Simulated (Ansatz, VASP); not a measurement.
# Tc3Sn: VASP beside Ansatz

The input INCAR:

```
  PREC = Accurate
  ENCUT = 520
  EDIFF = 1E-7
  ISMEAR = -1
  SIGMA = 0.05
  LREAL = F
  LASPH = T
  NELM = 100
  ALGO = Normal
  ISIF = 2
  LWAVE = F
  LCHARG = F
  GGA = PE
  NBANDS = 34
```

Contents of KPOINTS:

```
Automatic mesh
0
Gamma
  10 10 3
```

The input POSCAR:

```
Tc3Sn
1.0
    2.9415865702      0.0000000000      0.0000000000
   -1.4707932851      2.5474886972      0.0000000000
    0.0000000000      0.0000000000      8.6334470000
Sn Tc
1 3
Direct
    0.0185000000     -0.0027450000      0.0000540000
    0.3288780000      0.6600140000      0.7408350000
    0.3404530000      0.6543710000      0.2559790000
   -0.0086700000     -0.0149410000      0.4981150000
```

input.yaml

```yaml
crystal:
  lattice:
    - [2.9415865702, 0.0, 0.0]
    - [-1.4707932851, 2.5474886972, 0.0]
    - [0.0, 0.0, 8.633447]
  atoms:
    - { symbol: Sn, position: [0.0185, -0.002745, 5.4e-05] }
    - { symbol: Tc, position: [0.328878, 0.660014, 0.740835] }
    - { symbol: Tc, position: [0.340453, 0.654371, 0.255979] }
    - { symbol: Tc, position: [-0.00867, -0.014941, 0.498115] }
hamiltonian:
  xc: pbe
  pseudopotentials: { kind: paw }
kpoints:
  mp_grid: { grid: [10, 10, 3] }
scf:
  occupations: { method: fermi_dirac, width: 0.05 }
output:
  forces: true
  stress: true
  eigenvalues: true
  write_density: true
  write_potential: true
  elf: true
  volumetric_format: npy
```

Change from the starting cell: atoms moved at random, drawn with an rms of 0.05 Å.

Alike in both runs: task single point; functional PBE; k mesh 10 × 10 × 3; occupations fermi-dirac, width 0.05 eV; no spin polarisation.

```csv
,VASP,Ansatz
version,VASP 6.6.1,Ansatz 0.2.0
potentials or method,"VASP PAW PBE potentials, release 64 (Sn_d, Tc_pv)",Ansatz PAW earlier set
plane-wave cutoff (eV),520,500
valence electrons in the cell,53,59
```

VASP gave:

```
gap on the k mesh at the Fermi level (eV)       : none
pressure (GPa)                                  : -2.7
largest component of the traceless stress (GPa) : 0.83
rms of the force components (eV/Å)              : 0.295
```

Question: What did Ansatz give for the same quantities?

Answer: gap on the k mesh at the Fermi level (eV): none; pressure (GPa): -2.4; largest component of the traceless stress (GPa): 0.80; rms of the force components (eV/Å): 0.280.

Atom by atom the forces differ by 0.016 eV/Å (rms over components). A gap of «none» marks a metal or a gap that the smearing closes. The two sets of potentials don't hold the same shells in valence.
